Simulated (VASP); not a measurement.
Energy against volume of Al$_{3}$Sc (L1_2). Method: revTPSS meta-GGA, VASP's PBE PAW potentials (set 64) (plane waves; VASP 6.6.1). Settings: 520 eV cut-off, 8×8×8 Γ-centred mesh, first-order Methfessel-Paxton smearing of 0.10 eV, potentials Sc_sv Al.

```
V (Å³/atom)  E (eV/atom)
-----------  -----------
15.918          -5.99729
16.426          -6.01326
16.934          -6.01878
17.442          -6.01536
```

**Question.** Fit these four points and predict the energy of the run at 17.950 Å³/atom.

**Answer.** A cubic in V^(−2/3), the third-order Birch-Murnaghan form, passes through the four points with V0 = 16.98 Å³/atom and B0 = 93 GPa, and gives -6.0043 eV/atom there. The run gave -6.0044 eV/atom, -0.1 meV/atom from the fit; all five points give B0 = 92 GPa.

The compound is Al3Sc in the L1_2 structure. It was relaxed first.
